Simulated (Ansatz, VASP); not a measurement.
# Ta2W (Ta2W in the C11b ordering): VASP beside Ansatz

Aim: how closely do two programs agree when they are given the same cell, functional and k mesh? The cell is generated by rule, not measured, and may not be a known phase. The cell is taken from a series of runs on this material, whose earlier steps may have relaxed, scaled, displaced or heated it; both programs get it as it stands.

Main program and level: Ansatz 0.2.0; plane waves, with VASP 6.6.1 beside it; relaxation of cell and atoms at PBE and zone-centre phonons at PBE.

The structure was built from a prototype and need not be the compound's stable phase.

## (1) The structure

Symmetry: I4/mmm, No. 139, tetragonal system. Conventional cell: a = 3.259 Å, b = 3.259 Å, c = 9.870 Å, α = 90.00°, β = 90.00°, γ = 90.00°. Nearest to W lie 8 Ta at 2.80 Å. Nearest to Ta lie 4 W at 2.80 Å and 4 Ta at 2.90 Å. Farther neighbours are not listed.

## (2) VASP: relaxation of cell and atoms, PBE

The relaxed volume is the usual yardstick between codes: in a stiff, nearly cubic crystal its relative difference is about their pressure difference at one cell divided by the bulk modulus.

Lines of VASP's logs that name or quote its potential files are left out, and so is its time.

Input file INCAR:

```
SYSTEM = Ta2W
PREC = Accurate
ENCUT = 600
EDIFF = 1E-07
NELM = 120
ISMEAR = 1
SIGMA = 0.2
LREAL = .FALSE.
ALGO = Normal
GGA = PE
NBANDS = 20
LASPH = .TRUE.
LORBIT = 11
LWAVE = .FALSE.
LCHARG = .FALSE.
ISIF = 3
IBRION = 2
NSW = 80
EDIFFG = -0.005
GGA_COMPAT = .FALSE.
NELMIN = 4
KPAR = 2
```

Input file POSCAR:

```
Ta2W
1.0
    3.2588200000      0.0000000000      0.0000020000
    0.0000000000      3.2588200000      0.0000020000
    1.6294070000      1.6294070000      4.9350320000
W Ta
1 2
Direct
    0.0000000000      0.0000000000      0.0000000000
    0.6607374330      0.6607374330      0.6785251559
    0.3392626683      0.3392626683      0.3214746415
```

Input file KPOINTS:

```
Automatic mesh
0
Gamma
10 10 10
0 0 0
```

Potentials, in the order of the species: W and Ta_pv (PBE family, release 64).

On the command line:

```console
> mpirun -np 2 vasp_std
```

Numbers of over 12 decimals in the logs are rounded to 6 here.

Output:

```text
[banner, memory and clock lines left out]
running    2 mpi-ranks, on    1 nodes
 distrk:  each k-point on    1 cores,    2 groups
 distr:  one band on    1 cores,    1 groups

 POSCAR found type information on POSCAR W Ta
 POSCAR found :  2 types and       3 ions
 LDA part: xc-table for (Slater+PW92), standard interpolation
 POSCAR, INCAR and KPOINTS ok, starting setup
 FFT: planning ... GRIDC
 FFT: planning ... GRID_SOFT
 FFT: planning ... GRID
 WAVECAR not read
 entering main loop
       N       E                     dE             d eps       ncg     rms          rms(c)
DAV:   1     0.225369321590E+03    0.22537E+03   -0.16638E+04  4184   0.155E+03
DAV:   2    -0.282218971466E+02   -0.25359E+03   -0.24727E+03  4536   0.423E+02
DAV:   3    -0.381825411609E+02   -0.99606E+01   -0.94145E+01  5460   0.707E+01
DAV:   4    -0.384151947271E+02   -0.23265E+00   -0.23085E+00  5344   0.943E+00
DAV:   5    -0.384182018117E+02   -0.30071E-02   -0.30033E-02  5416   0.101E+00    0.268E+01
DAV:   6    -0.372501129732E+02    0.11681E+01   -0.12057E+00  4712   0.887E+00    0.132E+01
DAV:   7    -0.368688479954E+02    0.38126E+00   -0.12083E+00  4672   0.841E+00    0.808E-01
DAV:   8    -0.368640288055E+02    0.48192E-02   -0.51134E-02  5600   0.160E+00    0.542E-01
DAV:   9    -0.368616882184E+02    0.23406E-02   -0.58525E-03  4984   0.606E-01    0.231E-01
DAV:  10    -0.368615799823E+02    0.10824E-03   -0.55750E-04  5392   0.175E-01    0.640E-02
DAV:  11    -0.368615819778E+02   -0.19955E-05   -0.45214E-05  5504   0.543E-02    0.221E-02
DAV:  12    -0.368615779753E+02    0.40025E-05   -0.83376E-06  5644   0.202E-02    0.104E-02
DAV:  13    -0.368615763593E+02    0.16160E-05   -0.91999E-07  4904   0.733E-03    0.182E-03
DAV:  14    -0.368615762951E+02    0.64201E-07   -0.80566E-08  3068   0.223E-03
   1 F= -.36861576E+02 E0= -.36861254E+02  d E =-.368616E+02
[...]
2 F= -.36860107E+02 E0= -.36859681E+02  d E =0.146971E-02
[...]
3 F= -.36861842E+02 E0= -.36861489E+02  d E =-.265698E-03
[...]
4 F= -.36861842E+02 E0= -.36861490E+02  d E =-.265646E-03
 curvature:  -0.14 expect dE=-0.386E-05 dE for cont linesearch -0.825E-08
 ZBRENT: accuracy reached
 trial: gam= 0.00934 g(F)=  0.266E-04 g(S)=  0.128E-05 ort = 0.105E-04 (trialstep = 0.855E+00)
 search vector abs. value=  0.282E-04
 bond charge predicted
       N       E                     dE             d eps       ncg     rms          rms(c)
DAV:   1    -0.368618354232E+02    0.65970E-05   -0.38595E-03  4120   0.533E-01    0.205E-02
DAV:   2    -0.368618581966E+02   -0.22773E-04   -0.30539E-04  4868   0.147E-01    0.162E-02
DAV:   3    -0.368618571500E+02    0.10466E-05   -0.10616E-05  5420   0.232E-02    0.671E-03
DAV:   4    -0.368618568308E+02    0.31920E-06   -0.18918E-06  5304   0.891E-03    0.429E-03
DAV:   5    -0.368618567394E+02    0.91421E-07   -0.16251E-07  3092   0.337E-03
   5 F= -.36861857E+02 E0= -.36861535E+02  d E =-.147980E-04
 trial-energy change:   -0.000015  1 .order   -0.000015   -0.000024   -0.000005
 step:   1.1107(harm=  1.1107)  dis= 0.00091  next Energy=   -36.861857 (dE=-0.155E-04)
 reached required accuracy - stopping structural energy minimisation
```

OUTCAR, selected parts (step 2):

```text
ion  position               nearest neighbor table
   1  0.000  0.000  0.000-   3 2.80   3 2.80   3 2.80   3 2.80   2 2.80   2 2.80   2 2.80   2 2.80
                             2 3.35   3 3.35
   2  0.661  0.661  0.679-   1 2.80   1 2.80   1 2.80   1 2.80   3 2.90   3 2.90   3 2.90   3 2.90
                             3 3.17   1 3.35
   3  0.339  0.339  0.321-   1 2.80   1 2.80   1 2.80   1 2.80   2 2.90   2 2.90   2 2.90   2 2.90
                             2 3.17   1 3.35

  LATTYP: Found a body centered tetragonal cell.
 ALAT       =     3.2588200000
 C/A-ratio  =     3.0287220528

 Subroutine GETGRP returns: Found 16 space group operations
 (whereof 16 operations were pure point group operations)

The static configuration has the point symmetry D_4h.

 Found    102 irreducible k-points:

   k-points           NKPTS =    102   k-points in BZ     NKDIM =    102   number of bands    NBANDS=     20

   dimension x,y,z NGX =    28 NGY =   28 NGZ =   48
   dimension x,y,z NGXF=    56 NGYF=   56 NGZF=   96

   ENCUT  =  600.0 eV  44.10 Ry    6.64 a.u.   6.51  6.51 10.88*2*pi/ulx,y,z

   NELECT =      28.0000    total number of electrons

 k-points in reciprocal lattice and weights: Automatic mesh
   0.00000000  0.00000000  0.00000000       0.001
   0.10000000 -0.00000000  0.00000000       0.008
   0.20000000 -0.00000000  0.00000000       0.008
   0.30000000  0.00000000  0.00000000       0.008
   0.40000000 -0.00000000  0.00000000       0.008
   0.50000000 -0.00000000 -0.00000000       0.004
   0.10000000  0.10000000  0.00000000       0.008
   0.20000000  0.10000000  0.00000000       0.016
   0.30000000  0.10000000  0.00000000       0.016
[...]
-0.10000000 -0.10000000  0.40000000       0.004
   0.00000000  0.00000000  0.50000000       0.001

 average (electrostatic) potential at core
       1 -38.8954       2 -36.1115       3 -36.1115

 E-fermi :   5.8801

 k-point     1 :       0.0000    0.0000    0.0000
  band No.  band energies     occupation
    ...
      7      -2.2870      2.00000
      8       2.6270      2.00000
      9       2.7310      2.00000
     10       2.8499      2.00000
     11       3.4953      2.00000
     12       6.0883     -0.05769
     13       6.0883     -0.05769
     14       6.1435     -0.06862
     15       8.1115     -0.00000
     16       8.1115     -0.00000
    ...

 k-point     2 :       0.1000   -0.0000    0.0000
  band No.  band energies     occupation
    ...
      7      -2.0357      2.00000
      8       2.5847      2.00000
      9       2.8499      2.00000
     10       2.8923      2.00000
     11       3.6623      2.00000
     12       6.0104      0.11664
     13       6.0777     -0.04763
     14       6.1790     -0.05581
     15       7.3871     -0.00000
     16       7.6781     -0.00000
    ...

 k-point     3 :       0.2000   -0.0000    0.0000
  band No.  band energies     occupation
    ...
      9       2.6793      2.00000
     10       3.3593      2.00000
     11       4.3106      2.00000
     12       5.6335      2.07089
     13       5.8112      1.54695
     14       6.0188      0.08486
     15       7.1035     -0.00000
     16       7.3021     -0.00000
     17       7.4006     -0.00000
     18       7.6706     -0.00000
    ...

  Total       -0.0010406     -0.0010406      0.0022282      0.0000000     -0.0000000     -0.0000000
  in kB       -0.0318896     -0.0318896      0.0682813      0.0000000     -0.0000001     -0.0000001
  external PRESSURE =       0.0015007 kB  Pullay stress =       0.0000000 kB

  energy-cutoff  :      600.00
  volume of cell :       52.28
      direct lattice vectors                 reciprocal lattice vectors
     3.256119610 -0.000000000  0.000001998     0.307114087  0.000000062 -0.101392312
    -0.000000000  3.256119610  0.000001998     0.000000062  0.307114087 -0.101392312
     1.628056807  1.628056807  4.931333262    -0.000000124 -0.000000124  0.202784998

 POSITION                                       TOTAL-FORCE (eV/Angst)
 -----------------------------------------------------------------------------------
      3.25612      3.25612      0.00000         0.000000      0.000000      0.000000
      3.25612      3.25612      3.34718        -0.000000     -0.000000      0.003849
      1.62806      1.62806      1.58415         0.000000      0.000000     -0.003849
 -----------------------------------------------------------------------------------
    total drift:                               -0.000000     -0.000000      0.000295

  FREE ENERGIE OF THE ION-ELECTRON SYSTEM (eV)
  ---------------------------------------------------
  free  energy   TOTEN  =       -36.8618567394 eV

  energy  without entropy=      -36.8608925280  energy(sigma->0) =      -36.86153534

 reached required accuracy - stopping structural energy minimisation

 total charge
# of ion       s       p       d       tot
------------------------------------------
    1        0.668   0.586   4.207   5.462
    2        0.370   6.190   2.357   8.917
    3        0.370   6.190   2.357   8.917
--------------------------------------------------
tot          1.408  12.967   8.920  23.295

[... 3 further parts left out ...]
```

## (3) Ansatz: relaxation of cell and atoms, PBE

Ansatz runs on its default PAW (the set named soft_2) files.

The same cell, functional, mesh and smearing now go to Ansatz, which takes its cutoff from its data sets.

Input file input.yaml:

```yaml
crystal:
  lattice:
    - [3.2588199667, 0.0, 1.6653e-06]
    - [0.0, 3.2588199667, 1.6653e-06]
    - [1.6294074615, 1.6294074615, 4.9350318908]
  atoms:
    - { symbol: W, position: [0.0, 0.0, 0.0] }
    - { symbol: Ta, position: [0.6607373868, 0.6607373868, 0.6785252264] }
    - { symbol: Ta, position: [0.3392626132, 0.3392626132, 0.3214747736] }
kpoints:
  mp_grid: { grid: [10, 10, 10] }
hamiltonian:
  xc: pbe
scf:
  occupations: { method: methfessel_paxton, width: 0.2 }
output:
  forces: true
  stress: true
  eigenvalues: true
relax:
  adjacent_minimum: "off"
  f_tol: 0.001
  max_steps: 60
  cell: { stress_tol: 0.01 }
```

On the command line:

```console
> ansatz run input.yaml --threads 4 --pin off --max-ram 8192MiB --backend cpu --events-out ev --progress --plain --runs-dir out
```

Output:

```text
Engine: ansatz 0.2.0, aarch64-unknown-linux-gnu
Pseudopotentials: kind: paw
Pseudopotential: W, paw, valence charge 14, recommended cutoff 420 eV (normal), W.paw.azcp
Pseudopotential: Ta, paw, valence charge 13, recommended cutoff 420 eV (normal), Ta.paw.azcp
Functional definition: PBE
  parameter kappa = 0.804
  parameter beta = 0.066725
  exchange = pbe_x(kappa = kappa, mu = beta*pi^2/3)
  correlation = pbe_c(beta = beta)
Crystal: 3 atoms, lattice volume = 52.410 Å³
Basis set: ecut = 420 eV, 1013 PW (Γ), exchange–correlation on 48×48×80 points (8 copies of the dense FFT grid, shifted against one another)
Bands: 24, of which v1, the nominal top of the filled ones, is band 20 counted from 1 (19 counted from 0)
Symmetry: 16 space group operations
Space group: I4/mmm (ITA 139), of the structure as read, at distance tolerance 3.7e-5 Å
k-points: 102 of 1000
Non-local potential: W, projectors of the file, l = 0: 3, l = 1: 2, l = 2: 2, l = 3: 1
Non-local potential: Ta, projectors of the file, l = 0: 3, l = 1: 2, l = 2: 2, l = 3: 1
PAW form: soft (Blöchl's): semilocal exchange-correlation on the pseudo side does not see the compensation charge
PAW one-centre angular grid: W, 590 points (default); XC on 64 Gauss nodes
PAW one-centre angular grid: Ta, 590 points (default); XC on 64 Gauss nodes
Initial density: superposition of atomic densities (neutral atoms: chi_scale 0, normalization atom), corrected by the library's trained network
Initial wavefunctions: pseudopotential atomic-orbital guess
Functional: x = pbe(κ = 0.804, μ = 0.219515), c = pbe(β = 0.066725)
SCF iter   1: F=—  HF=-30249.569044 eV  |F-HF|=—  |Δ(HF+E_count)|=         —  Δρ=8.93e-3  dr2=1.44e-1  ethr=1.77e-3  ⟨swp⟩=4.5  Hψ=10172  notcnv=0
preconditioner: auto → Kerker (q_TF=auto, 2.608 Å⁻¹)  [metal: Δε(μ)=0.019 eV  Ē_g=4.535 eV  σ=0.200 eV  W_gap=0.08  n_scr=12 (ndim 8)  ℏωp=20.5 eV  f_vac=0.000  D(μ)=2.93/eV (n_scr^D=32)]
SCF iter   2: F=—  HF=-30249.553138 eV  |F-HF|=—  |Δ(HF+E_count)|=   1.59e-2  S|Δr|=    0.00e0  Δρ=3.26e-3  dr2=1.23e-2  ethr=3.60e-4  ⟨swp⟩=1.0  Hψ=3264  notcnv=0
SCF iter   3: F=—  HF=-30249.550754 eV  |F-HF|=—  |Δ(HF+E_count)|=   2.38e-3  S|Δr|=    0.00e0  Δρ=1.78e-3  dr2=4.81e-3  ethr=3.09e-5  ⟨swp⟩=1.6  Hψ=2741  notcnv=0
SCF iter   4: F=—  HF=-30249.549573 eV  |F-HF|=—  |Δ(HF+E_count)|=   1.18e-3  S|Δr|=    0.00e0  Δρ=2.28e-4  dr2=3.33e-5  ethr=1.20e-5  ⟨swp⟩=2.0  Hψ=3237  notcnv=0
SCF iter   5: F=—  HF=-30249.549564 eV  |F-HF|=—  |Δ(HF+E_count)|=   9.13e-6  S|Δr|=    0.00e0  Δρ=5.55e-5  dr2=3.55e-6  ethr=8.32e-8  ⟨swp⟩=2.0  Hψ=3478  notcnv=0
SCF iter   6: F=-30249.549564 eV  HF=-30249.549564 eV  |F-HF|=1.36e-8  |Δ(HF+E_count)|=   3.54e-7  S|Δr|=    0.00e0  Δρ=8.84e-6  dr2=3.20e-8  ethr=2.50e-10  ⟨swp⟩=5.0  Hψ=11507  notcnv=0
SCF 1 converged in 6 iterations: F = -30249.549564 eV  dr2 = 3.20e-8
  greatest PAW one-centre occupation: 1.000 electrons in one spin orbital (limit 2), on the W atom at site 0 (counted from 0), in its partial waves of l = 0
relax step   1: F+E_penalty+E_count = -30249.54956387 eV  Δ(F+E_penalty+E_count) = +0.000e0 eV  max|allowed force component| = 1.107e-2 eV/Å  Δτ_max = 0.0000 Å  P = -0.034 GPa  Ω = 52.410 Å³  (6 SCF iters, dr2 threshold 1.00e-7 eV, accepted)
[...]
relax step   3: F+E_penalty+E_count = -30249.54957721 eV  Δ(F+E_penalty+E_count) = -1.334e-5 eV  max|allowed force component| = 4.886e-4 eV/Å  Δτ_max = 0.0007 Å  P = -0.020 GPa  Ω = 52.403 Å³  energy of the carried Pulay correction = +2.439e-6 eV  (8 SCF iters, accepted)
[...]
relax step   4: F+E_penalty+E_count = -30249.54958048 eV  Δ(F+E_penalty+E_count) = -3.269e-6 eV  max|allowed force component| = 6.976e-5 eV/Å  Δτ_max = 0.0000 Å  P = +0.013 GPa  Ω = 52.395 Å³  energy of the carried Pulay correction = +5.355e-6 eV  (4 SCF iters, dr2 threshold 1.68e-9 eV, accepted)
[...]
relax step   5: F+E_penalty+E_count = -30249.54957944 eV  Δ(F+E_penalty+E_count) = +1.037e-6 eV  max|allowed force component| = 6.550e-6 eV/Å  Δτ_max = 0.0000 Å  P = +0.000 GPa  Ω = 52.399 Å³  energy of the carried Pulay correction = +4.168e-6 eV  (4 SCF iters, dr2 threshold 5.71e-10 eV, accepted)
[...]
relax step   6: F+E_penalty+E_count = -30249.54957426 eV  Δ(F+E_penalty+E_count) = +5.188e-6 eV  max|allowed force component| = 8.425e-6 eV/Å  Δτ_max = 0.0000 Å  P = -0.000 GPa  Ω = 52.399 Å³  stress off target by 4.56e-4 GPa  SCF on the basis re-selected at this cell (its energy is not comparable with the rows above)  (5 SCF iters)
basis re-selected at this cell: Δ(F+E_penalty+E_count) = +5.188e-6 eV, ΔP = -0.000 GPa vs the last step (what re-selecting the basis moved, of the pressure what is left beyond the Pulay correction that the steps carried, after the strain that the cell walked since its last selection, with what the two solves' SCF thresholds leave and, on support functions, any second-order correction that the steps lacked; it is no m [...]
SCF converged after 5 iterations
Stability not checked: this state was not tested for a lower state beside it, because cold or Methfessel-Paxton smearing, or corrected tetrahedra, fill the levels in a way that the test cannot read (fill_not_monotonic; see scf.lower_state_search)
Free energy (F): -30249.549574 eV
Harris-Foulkes:  -30249.549574 eV  (|F-HF|=7.28e-12)
Internal energy: -30249.548448 eV  (E = F + TS)
E sigma→0 (E₀):  -30249.549293 eV
Entropy (-TS):   -0.001126 eV (-0.375 meV/atom)
Fermi energy:    19.387963 eV
--- Per-component energies (eV) ---
  E_band       = -302.339555
  E_kinetic    = 1180.990407
  E_local      = -1744.516513  (includes V_loc(G=0)·N_el)
  E_nonlocal   = 30.691430
  E_hartree    = 614.110456
  E_xc         = -703.585505
  E_vxc        = -646.556019  (∫ρ·V_xc dr)
  E_paw        = -25355.919943  (= ΣΔE_a)
  E_vpaw       = -351.169996  (= ΣTr[D̂ρ^β])
  E_aug_tail   = 0.000226  (compensation charges beyond the density's cutoff)
  E_ewald      = -4271.319005
  E_smearing   = -0.001126  (= −TS)
  E_closure    = 0.000000  (closes the sum)
  Σ components = -30249.549574   (vs F -30249.549574, Δ=0.00e0)
--- Forces (eV/Å), atoms counted from 1 ---
  atom   1  W     -0.00000000     0.00000000     0.00000000
  atom   2  Ta     0.00000000     0.00000000    -0.00000843
  atom   3  Ta    -0.00000000    -0.00000000     0.00000843
  max |Σ_I F_I| component: 2.17e-19 eV/Å
--- Stress (GPa, compression-positive) ---
        0.000139      -0.000000       0.000000
       -0.000000       0.000139       0.000000
        0.000000       0.000000      -0.000456
  P = ⅓ Tr σ = -0.0001 GPa (-0.001 kbar)
--- Band table (eV; the first three rows and the last of 102) ---
  k-point 0: bands = [... 16 lower, 16.9973, 19.6025, 19.6025, 19.6558, 21.6132, 21.6132, 21.9333, 21.9333]
  k-point 1: bands = [... 16 lower, 17.2835, 19.5897, 19.5897, 19.6949, 21.1262, 21.1262, 22.5476, 22.5476]
  k-point 2: bands = [... 16 lower, 17.8576, 19.5575, 19.5575, 19.8084, 20.6377, 20.6377, 22.3633, 22.7191]
  k-point 101: bands = [... 16 lower, 17.7494, 17.7986, 18.0441, 19.9331, 20.4326, 22.6890, 23.0724, 23.4122]
--- Relaxed structure (5 steps of the walk, 4 accepted, 1 SCFs on fresh bases) ---
  F+E_penalty+E_count = -30249.54957426 eV   max|allowed force component| = 8.425e-6 eV/Å   (the final SCF, on the basis selected at the relaxed cell)
  cell:  # Å, volume = 52.3986 Å³
    - [3.259072, -4.2552542324439e-13, 1.6654235794418611e-6]
    - [-4.2552542324427334e-13, 3.259072, 1.6654235794416329e-6]
    - [1.629533, 1.629533, 4.933232]
  atoms:
    - { symbol: W, position: [0, 0, 0] }
    - { symbol: Ta, position: [0.660804, 0.660804, 0.678393] }
    - { symbol: Ta, position: [0.339196, 0.339196, 0.321607] }
```

In the SCF lines HF is the Harris–Foulkes energy and dr2 the Hartree energy of the density residual, in eV; the loop may stop once dr2 is under the threshold and the program's other checks hold. Hψ counts applications of the Hamiltonian.

## (4) Comparison

Known differences besides the potentials themselves: the data sets hold 40 valence electrons in Ansatz (on its default PAW (the set named soft_2) files) and 28 in VASP; the cutoff is 420 eV in Ansatz and 600 eV in VASP; Ansatz adds a Pulay correction to the stress that steers its cell, VASP none. Total energies have different zeros and are not compared.

Compared:

| quantity | Ansatz | VASP | difference |
| --- | --- | --- | --- |
| volume (Å³) | 52.40 | 52.28 | +0.22 % |
| edge a after relaxation, in the typed setting (Å) | 3.259 | 3.256 | +0.09 % |
| edge c after relaxation, in the typed setting (Å) | 5.445 | 5.442 | +0.05 % |

(Continued in part 2 of 2.)

[Lines on the potential files, build, host, timing and source positions are cut from VASP's logs without a mark.]

[Logs are printed without paths, hosts, clocks, repeated set-up lines and the standing remarks that a program may print on its own settings, such as how far it seeks lower states.]

[Hosts, paths, dates, database ids (printed as entryN), source tags and the programs' standing remarks are cut or masked in the printed files.]
